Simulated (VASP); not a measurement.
Level of theory: PBE GGA, VASP's PBE PAW potentials (set 64) (plane waves; VASP).

A VASP calculation is set up with these files.

**INCAR**
```
SYSTEM = CdSe
PREC = Accurate
ENCUT = 480
EDIFF = 1E-6
NELM = 100
ALGO = Normal
LREAL = .FALSE.
LASPH = .TRUE.
ISMEAR = 0
SIGMA = 0.05
GGA = PE
LMAXMIX = 4
LWAVE = .FALSE.
LCHARG = .FALSE.
IBRION = 2
ISIF = 3
NSW = 60
EDIFFG = -0.01
```

File POSCAR:
```
CdSe
1
    0.0000000000     3.0250000000     3.0250000000
    3.0250000000     0.0000000000     3.0250000000
    3.0250000000     3.0250000000     0.0000000000
Cd Se
1 1
Direct
  0.0000000000   0.0000000000   0.0000000000
  0.7500000000   0.7500000000   0.7500000000
```

KPOINTS:
```
kpoints
0
gamma
  7 7 7
0 0 0
```

POTCAR, in this order: Cd Se (PBE.64 set). Program: vasp_std.

Output

**OSZICAR**
```
       N       E                     dE             d eps       ncg     rms          rms(c)
DAV:   1     0.106017020205E+03    0.10602E+03   -0.84901E+03   520   0.116E+03
DAV:   2    -0.129765190997E+01   -0.10731E+03   -0.10130E+03   575   0.285E+02
DAV:   3    -0.579481847932E+01   -0.44972E+01   -0.44829E+01   625   0.605E+01
DAV:   4    -0.581845843689E+01   -0.23640E-01   -0.23637E-01   545   0.426E+00
DAV:   5    -0.581860422452E+01   -0.14579E-03   -0.14579E-03   635   0.311E-01    0.675E+00
DAV:   6    -0.546615731850E+01    0.35245E+00   -0.66439E-01   698   0.110E+01    0.520E+00
DAV:   7    -0.544409715779E+01    0.22060E-01   -0.17269E-01   565   0.318E+00    0.219E+00
DAV:   8    -0.544489475678E+01   -0.79760E-03   -0.16333E-02   545   0.192E+00    0.255E-01
DAV:   9    -0.544499975687E+01   -0.10500E-03   -0.21159E-03   595   0.714E-01    0.550E-02
DAV:  10    -0.544506879144E+01   -0.69035E-04   -0.23825E-04   545   0.230E-01    0.451E-02
DAV:  11    -0.544511159361E+01   -0.42802E-04   -0.73392E-05   535   0.674E-02    0.125E-02
DAV:  12    -0.544511128016E+01    0.31345E-06   -0.62754E-06   620   0.386E-02
   1 F= -.54451113E+01 E0= -.54451113E+01  d E =-.544511E+01
       N       E                     dE             d eps       ncg     rms          rms(c)
DAV:   1    -0.711250533300E+01   -0.16674E+01   -0.36112E+01   555   0.827E+01    0.122E+01
DAV:   2    -0.570537359227E+01    0.14071E+01   -0.32076E+00   530   0.287E+01    0.416E+00
DAV:   3    -0.552299333484E+01    0.18238E+00   -0.39507E-01   560   0.744E+00    0.380E+00
DAV:   4    -0.549228546248E+01    0.30708E-01   -0.40399E-02   530   0.165E+00    0.989E-01
DAV:   5    -0.549050835727E+01    0.17771E-02   -0.35349E-03   570   0.684E-01    0.154E-01
DAV:   6    -0.549062245834E+01   -0.11410E-03   -0.52183E-04   550   0.220E-01    0.792E-02
DAV:   7    -0.549067150787E+01   -0.49050E-04   -0.52236E-05   585   0.534E-02    0.403E-02
DAV:   8    -0.549066930785E+01    0.22000E-05   -0.37625E-06   565   0.287E-02    0.717E-03
DAV:   9    -0.549067011630E+01   -0.80845E-06   -0.19180E-06   532   0.864E-03
   2 F= -.54906701E+01 E0= -.54906701E+01  d E =-.455588E-01
       N       E                     dE             d eps       ncg     rms          rms(c)
DAV:   1    -0.561986492849E+01   -0.12920E+00   -0.25502E+00   570   0.206E+01    0.247E+00
DAV:   2    -0.550869066126E+01    0.11117E+00   -0.29393E-01   560   0.840E+00    0.794E-01
DAV:   3    -0.549761996176E+01    0.11071E-01   -0.31396E-02   535   0.190E+00    0.682E-01
DAV:   4    -0.549663757530E+01    0.98239E-03   -0.19818E-03   535   0.445E-01    0.118E-01
DAV:   5    -0.549659419127E+01    0.43384E-04   -0.28969E-04   600   0.247E-01    0.607E-02
DAV:   6    -0.549660673112E+01   -0.12540E-04   -0.56675E-05   540   0.959E-02    0.187E-02
DAV:   7    -0.549660662930E+01    0.10182E-06   -0.23504E-06   600   0.994E-03
   3 F= -.54966066E+01 E0= -.54966066E+01  d E =-.514953E-01
```

OUTCAR:
```
------------------------ aborting loop because EDIFF is reached ----------------------------------------
  FORCE on cell =-STRESS in cart. coord.  units (eV):
  Direction    XX          YY          ZZ          XY          YZ          ZX
  --------------------------------------------------------------------------------------
  Total        0.0007038      0.0007038      0.0007038      0.0000000      0.0000000     -0.0000000
  in kB        0.0189054      0.0189054      0.0189054      0.0000000      0.0000000     -0.0000000
  external PRESSURE =       0.0189054 kB  Pullay stress =       0.0000000 kB
  volume of cell :       59.65
      direct lattice vectors                 reciprocal lattice vectors
     0.000000000  3.101096870  3.101096870    -0.161233274  0.161233274  0.161233274
     3.101096870  0.000000000  3.101096870     0.161233274 -0.161233274  0.161233274
     3.101096870  3.101096870  0.000000000     0.161233274  0.161233274 -0.161233274
  FREE ENERGIE OF THE ION-ELECTRON SYSTEM (eV)
  ---------------------------------------------------
  free  energy   TOTEN  =        -5.4966066293 eV

  energy  without entropy=       -5.4966066293  energy(sigma->0) =       -5.49660663

 reached required accuracy - stopping structural energy minimisation
```
(Selected blocks of OUTCAR.)

CONTCAR:
```
CdSe
   1.00000000000000
     0.0000000000000000    3.1010968699931878    3.1010968699931878
     3.1010968699931878    0.0000000000000000    3.1010968699931878
     3.1010968699931878    3.1010968699931878    0.0000000000000000
  Cd              Se
     1     1
Direct
     0.0000000000000000    0.0000000000000000    0.0000000000000000
     0.7500000000000000    0.7500000000000000    0.7500000000000000
```

Energy and stress use the plane-wave basis of the starting cell.

The compound is CdSe in the zinc blende structure, whereas wurtzite is the usual form. This run relaxes it. Symmetry was kept, so distortions that lower it aren't found.
